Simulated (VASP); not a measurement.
# Co under biaxial strain in the (0001) plane

How do stress and energy of Co follow biaxial strain in the (0001) plane?

Program: VASP 6.6.1. Level of theory: r2SCAN, spin-polarised from a ferromagnetic start; plane waves and PAW (Co), in the first sound run; inputs show where later runs differ. Results are calculated unless marked as measured.

Most raw output is cut from this account.

## Step 1: Set-up

Symmetry: P6_3/mmc, No. 194, hexagonal system. The conventional cell has a = 2.510 Å, b = 2.510 Å, c = 4.071 Å, α = 90.00°, β = 90.00°, γ = 120.00°. Co has 12 Co at 2.50 to 2.51 Å nearest.

## Step 2: Relax the crystal, r2SCAN

The series starts from the cell that this level prefers, so that zero strain is near zero stress.

This step took 2 runs in a row; the last is shown.

Level: r2SCAN, spin-polarised from a ferromagnetic start; plane waves and PAW (Co).

Input file INCAR:

```
SYSTEM = Co
PREC = Accurate
ENCUT = 450
EDIFF = 1E-07
NELM = 120
ISMEAR = 1
SIGMA = 0.15
LREAL = .FALSE.
ALGO = Normal
METAGGA = R2SCAN
LASPH = .TRUE.
NBANDS = 18
ISPIN = 2
MAGMOM = 1.6 1.6
LMAXMIX = 4
LORBIT = 11
LWAVE = .FALSE.
LCHARG = .FALSE.
KPAR = 8
IBRION = 2
NSW = 40
ISIF = 3
EDIFFG = -0.005
POTIM = 0.4
```

Input file POSCAR:

```
Co
1.0
    2.4714923698      0.0000000000      0.0000000000
   -1.2357461849      2.1403751775      0.0000000000
    0.0000000000      0.0000000000      4.0130509563
Co
2
Direct
    0.0000000000      0.0000000000      0.0000000000
    0.3333333333      0.6666666667      0.5000000000
```

Input file KPOINTS:

```
Automatic mesh
0
Gamma
27 27 15
0 0 0
```

The projector-augmented-wave data sets are Co (PBE family, release 64).

The run is started by

```
$ mpirun -np 8 vasp_std
```

Run time: 5.8 min. Hardware: 8 MPI ranks of Intel Xeon Platinum 8259CL at 2.50GHz (Skylake/Cascade Lake), shared host; peak memory 2.8 GiB; 46 min of CPU time.

This run gave:

| Item | Value |
| --- | --- |
| energy(sigma→0) of the program | -26.4136 eV |
| stress, compression positive | xx, yy, zz 0.00, 0.00, -0.02 GPa |
| volume | 21.221 Å³ |
| ionic steps | 3 |

## Step 3: Strain along the normal, r2SCAN

One member in full: the plane is strained by -2 %, and the strain along the normal is moved by secant steps until the normal stress is under 0.012 GPa or five steps are spent; the atoms relax at each step.

This step took 3 runs, each at a new trial strain with the atoms of the one before; the last is shown.

Level: r2SCAN, spin-polarised from a ferromagnetic start; plane waves and PAW (Co).

Changes to INCAR since step 2:

```diff
@@ -18,7 +18,7 @@
 LCHARG = .FALSE.
-KPAR = 8
-IBRION = 2
-NSW = 40
-ISIF = 3
-EDIFFG = -0.005
-POTIM = 0.4
+KPAR = 2
+IBRION = 1
+NSW = 25
+ISIF = 2
+EDIFFG = -0.004
+POTIM = 0.3
```

Input file POSCAR:

```
Co
1.0
    2.4217825150      0.0000000000      0.0000000000
   -1.2108912580      2.0973251800      0.0000000000
    0.0000000000      0.0000000000      4.0664099340
Co
2
Direct
    0.0000000000      0.0000000000      0.0000000000
    0.3333333333      0.6666666667      0.5000000000
```

KPOINTS is that of step 2.

The run is started by

```
$ mpirun -np 2 vasp_std
```

It took 12 min on 2 MPI ranks; peak memory 0.67 GiB.

Read from the output:

- energy(sigma→0) of the program: -26.3847 eV
- stress, compression positive: xx, yy, zz 11.09, 11.09, 0.00 GPa
- ionic steps: 1

## Step 4: The table

The other members went through these steps as far as the tables show, with the same cutoff and, step by step, the same mesh; 26 runs are not shown. The session took 12 core hours (wall time by ranks) on a shared machine.

```csv
in-plane strain (%),strain along the normal (%),"in-plane stress, tension positive (GPa)","energy above the unstrained row, extrapolated to no smearing (meV/atom)"
-2.000,1.344,-11.093,14.451
-1.500,1.002,-8.129,8.063
-1.000,0.657,?,?
-0.500,0.323,-2.572,0.945
0,-0.006,-0.010,0.000
0.500,-0.323,2.434,0.698
1.000,-0.641,4.743,2.973
1.500,-0.959,6.908,6.738
2.000,-1.267,8.933,11.914
```

## Step 5: A fit to the known rows

Fitting a parabola to the 8 known rows (e: strain in %) gives stress = − 0.2691 e² + 5.009 e − 0.003370 in GPa; the residuals are 0.0051 GPa r.m.s.

At e = -1 this predicts -5.281 GPa.

## Step 6: Prediction against calculation

The calculation gives -5.270 GPa, so the prediction is 0.011 GPa too low, more than twice the residual of the fit.

Slopes at zero strain, from cubics through all rows: strain ratio -0.649, stress over strain 501 GPa. For (0001) the ratio is −2C₁₃/C₃₃.

## Step 7: Outcome

| Quantity | Value |
| --- | --- |
| error of the predicted stress | -0.011 GPa |
| ratio of normal to in-plane strain | -0.649 |
| biaxial modulus | 501 GPa |

As a check, the curvature of the energy gives 495 GPa for the same modulus (energy per volume = M × strain²), 1 % from the slope of the stress; these energies are extrapolated to no smearing, while the stress belongs to the free energy, so part of the difference may come from that. The energy also has a linear term worth 0.16 GPa that the stress column lacks, a mark of the finite basis or of the smearing. These are static values: temperature and zero-point motion are left out. In a metal the slopes also depend on mesh and smearing, which were held through the series.

[Lines on the potential files, build, host, timing and source positions are cut from VASP's logs without a mark.]

[Logs are printed without paths, hosts, clocks, repeated set-up lines and the standing remarks that a program may print on its own settings, such as how far it seeks lower states.]

[Hosts, paths, dates, database ids (printed as entryN), source tags and the programs' standing remarks are cut or masked in the printed files.]

[In band tables of VASP the shares of atoms and orbitals are scaled to a sum of 1 inside the atoms' spheres.]
